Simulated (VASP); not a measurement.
These are rev-vdW-DF2, VASP's PBE PAW potentials (set 64) (plane waves; VASP) values and carry that method's errors.

A VASP calculation is set up with these files.

POSCAR:
```
SiC
1
    0.0000000000     2.1800000000     2.1800000000
    2.1800000000     0.0000000000     2.1800000000
    2.1800000000     2.1800000000     0.0000000000
Si C
1 1
Direct
  0.0000000000   0.0000000000   0.0000000000
  0.2500000000   0.2500000000   0.2500000000
```

**INCAR**
```
EDIFF  =  1E-6
ZAB_VDW  =  -1.8867
LASPH  =  T
ISMEAR  =  0
SIGMA  =  0.05   # width (eV)
PREC  =  Accurate
EDIFFG  =  -0.01
PARAM1  =  0.1234568
LUSE_VDW  =  T
PARAM2  =  0.7114
ISIF  =  3   # ions, shape and volume
NELM  =  100   # most electronic steps
SYSTEM  =  SiC
ENCUT  =  520
IBRION  =  2   # conjugate gradients
ALGO  =  Normal   # blocked Davidson
GGA  =  MK
AGGAC  =  0.0
NSW  =  60   # most ionic steps
LCHARG  =  F
LREAL  =  F   # projection in real space or not
LWAVE  =  F
```

### KPOINTS
```
K-points
0
Gamma
 9 9 9
```

POTCAR, in this order: Si C (PBE.64 set). Program: vasp_std.

The resulting files:

File OSZICAR:
```
       N       E                     dE             d eps       ncg     rms          rms(c)
DAV:   1     0.580959752836E+01    0.58096E+01   -0.40125E+03   584   0.825E+02
DAV:   2    -0.147863051674E+02   -0.20596E+02   -0.18608E+02   800   0.106E+02
DAV:   3    -0.151385268426E+02   -0.35222E+00   -0.35222E+00   672   0.171E+01
DAV:   4    -0.151396864993E+02   -0.11597E-02   -0.11597E-02   824   0.103E+00
DAV:   5    -0.151396888123E+02   -0.23129E-05   -0.23129E-05   704   0.269E-02    0.862E+00
DAV:   6    -0.132898186294E+02    0.18499E+01   -0.80518E+00   616   0.161E+01    0.367E+00
DAV:   7    -0.132404383194E+02    0.49380E-01   -0.33696E-01   856   0.414E+00    0.174E+00
DAV:   8    -0.132325363511E+02    0.79020E-02   -0.22378E-02   616   0.134E+00    0.159E-01
DAV:   9    -0.132327380910E+02   -0.20174E-03   -0.69116E-04   856   0.232E-01    0.972E-02
DAV:  10    -0.132328094099E+02   -0.71319E-04   -0.18943E-04   696   0.108E-01    0.229E-02
DAV:  11    -0.132328091682E+02    0.24167E-06   -0.22004E-05   688   0.306E-02    0.106E-02
DAV:  12    -0.132328095201E+02   -0.35194E-06   -0.76375E-07   376   0.743E-03
   1 F= -.13232810E+02 E0= -.13232810E+02  d E =-.132328E+02
       N       E                     dE             d eps       ncg     rms          rms(c)
DAV:   1    -0.132345324743E+02   -0.17233E-02   -0.82513E-02   592   0.249E+00    0.309E-01
DAV:   2    -0.132330873216E+02    0.14452E-02   -0.39025E-03   688   0.404E-01    0.153E-01
DAV:   3    -0.132327902018E+02    0.29712E-03   -0.46235E-04   680   0.151E-01    0.440E-02
DAV:   4    -0.132327324282E+02    0.57774E-04   -0.79217E-05   632   0.541E-02    0.167E-02
DAV:   5    -0.132327306407E+02    0.17875E-05   -0.19505E-06   688   0.117E-02    0.958E-03
DAV:   6    -0.132327300464E+02    0.59427E-06   -0.17390E-07   288   0.384E-03
   2 F= -.13232730E+02 E0= -.13232730E+02  d E =0.794737E-04
       N       E                     dE             d eps       ncg     rms          rms(c)
DAV:   1    -0.132342855857E+02   -0.15549E-02   -0.21741E-02   592   0.128E+00    0.159E-01
DAV:   2    -0.132339056524E+02    0.37993E-03   -0.10096E-03   672   0.206E-01    0.785E-02
DAV:   3    -0.132338329188E+02    0.72734E-04   -0.12353E-04   696   0.781E-02    0.223E-02
DAV:   4    -0.132338217122E+02    0.11207E-04   -0.20394E-05   616   0.275E-02    0.865E-03
DAV:   5    -0.132338220531E+02   -0.34087E-06   -0.49519E-07   352   0.603E-03
   3 F= -.13233822E+02 E0= -.13233822E+02  d E =-.101253E-02
```

OUTCAR:
```
------------------------ aborting loop because EDIFF is reached ----------------------------------------
  FORCE on cell =-STRESS in cart. coord.  units (eV):
  Direction    XX          YY          ZZ          XY          YZ          ZX
  --------------------------------------------------------------------------------------
  Total        0.0008843      0.0008843      0.0008843     -0.0000000     -0.0000000      0.0000000
  in kB        0.0677961      0.0677961      0.0677961     -0.0000000     -0.0000000      0.0000000
  external PRESSURE =       0.0677961 kB  Pullay stress =       0.0000000 kB
  volume of cell :       20.90
      direct lattice vectors                 reciprocal lattice vectors
     0.000000000  2.186176082  2.186176082    -0.228709848  0.228709848  0.228709848
     2.186176082 -0.000000000  2.186176082     0.228709848 -0.228709848  0.228709848
     2.186176082  2.186176082 -0.000000000     0.228709848  0.228709848 -0.228709848
  FREE ENERGIE OF THE ION-ELECTRON SYSTEM (eV)
  ---------------------------------------------------
  free  energy   TOTEN  =       -13.2338220531 eV

  energy  without entropy=      -13.2338220531  energy(sigma->0) =      -13.23382205

 reached required accuracy - stopping structural energy minimisation
```
(Selected blocks of OUTCAR.)

CONTCAR:
```
SiC
   1.00000000000000
     0.0000000000000000    2.1861760820575862    2.1861760820575862
     2.1861760820575862   -0.0000000000000000    2.1861760820575862
     2.1861760820575862    2.1861760820575862   -0.0000000000000000
  Si              C
     1     1
Direct
     0.0000000000000000    0.0000000000000000    0.0000000000000000
     0.2500000000000000    0.2500000000000000    0.2500000000000000
```

The compound is SiC in the zinc blende structure. This run relaxes it. Symmetry was kept, so distortions that lower it aren't found.
